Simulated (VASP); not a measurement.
```
CELL_PARAMETERS angstrom
      0.00000     3.33213     3.33213
      3.33213     0.00000     3.33213
      3.33213     3.33213     0.00000
ATOMIC_POSITIONS crystal
  Na 0.25000 0.25000 0.25000
  Na 0.75000 0.75000 0.75000
  S  0.00000 0.00000 0.00000
```

The numbers are results of PBE GGA, VASP's PBE PAW potentials (set 64) (plane waves; VASP), not measurements. Run with 300 eV cut-off, 6×6×6 Γ-centred mesh, Fermi-Dirac smearing of 0.020 eV, potentials Na_pv S.

At this cut-off the stress carries a Pulay error, which pulls relaxed volumes low.

### Question
Predict the energy per atom (σ→0), pressure, band gap (on the k-mesh) with the smallest direct gap where there is one.

### Answer

| Property | Result |
|---|---|
| band gap (on the k-mesh) | 2.30 eV |
| smallest direct gap (on the k-mesh) | 2.30 eV |
| energy per atom (σ→0) | -3.322 eV/atom |
| pressure | -1.20 GPa |

Total energies compare only between runs with the same potentials, cut-off and functional.

The structure is a typed Na2S crystal (Fm-3m). The cell was not relaxed at this level.
